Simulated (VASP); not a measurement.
Be3Se2O:

```xyz
6
Lattice="5.1741 0.0000 0.0000 -2.5870 4.4809 0.0000 0.0000 0.0000 3.8215" Properties=species:S:1:pos:R:3 pbc="T T T"
Be   -1.2935    2.2404    3.8025
Be    2.5870    0.0000    3.8025
Be    1.2935    2.2404    3.8025
Se    2.5870    1.4936    1.8960
Se    0.0000    2.9873    1.8960
O     0.0000    0.0000    0.7361
```

The cell was built by a generator and needn't be a form met in nature.

- Program: VASP 6.6.1
- Task: relaxation of cell and atoms
- Functional: PBE
- Potentials or basis: VASP PAW PBE potentials, release 64 (Be, Se, O)
- Cutoff: 520 eV
- k mesh: 3 × 3 × 4
- Occupations: gaussian, width 0.15 eV
- Spin: no spin polarisation

At the start: pressure -3.9 GPa; volume 14.77 Å³/atom.

**Question.** Where does the relaxation end?

**Answer.** Over 19 steps the energy falls by 218.8 meV/atom and the volume is 14.61 Å³/atom (-1.0 %); space group P6mm (No. 183, to 0.05 Å).

Step by step:
| step | energy change (eV) | largest force (eV/Å) | pressure (GPa) | volume (Å³) |
| --- | --- | --- | --- | --- |
| 1 | 0.0000 | 1.7941 | -3.92 | 88.60 |
| 2 | -0.4848 | 1.4422 | -0.69 | 84.00 |
| 3 | -0.0345 | 1.3147 | 26.46 | 70.55 |
| 4 | -0.7904 | 1.0801 | 5.16 | 79.28 |
| 5 | -0.8132 | 0.8749 | 8.78 | 77.23 |
| 6 | -0.9961 | 0.5530 | 7.98 | 78.95 |
| 7 | -1.0774 | 0.4315 | 8.08 | 80.58 |
| 8 | -1.2660 | 0.3126 | 0.80 | 86.49 |
| 9 | -1.2707 | 0.3088 | 0.37 | 87.52 |
| 10 | -1.2585 | 0.2869 | -2.16 | 89.62 |
| 11 | -1.2702 | 0.3049 | -0.56 | 88.03 |
| 12 | -1.2705 | 0.3022 | -0.64 | 87.87 |
| 13 | -1.2706 | 0.3026 | -0.50 | 87.70 |
| 14 | -1.2771 | 0.2778 | -0.31 | 87.74 |
| 15 | -1.2909 | 0.2117 | -0.34 | 87.88 |
| 16 | -1.2914 | 0.0827 | -0.08 | 88.13 |
| 17 | -1.2957 | 0.1544 | -0.16 | 88.01 |
| 18 | -1.3028 | 0.1138 | -0.34 | 87.92 |
| 19 | -1.3126 | 0.0281 | -0.44 | 87.69 |

Final structure:
```
Be Se O
1.0
     5.51245    0.00000    0.00000
    -2.75622    4.77392    0.00000
     0.00000    0.00000    3.33210
Be Se O
3 2 1
Direct
  0.00000 0.50000 0.02550
  0.50000 0.00000 0.02550
  0.50000 0.50000 0.02550
  0.66667 0.33333 0.52951
  0.33333 0.66667 0.52951
  0.00000 0.00000 0.03448
```

Caveat: the k mesh is coarse (spacing up to 0.47 Å⁻¹), so the values aren't converged.
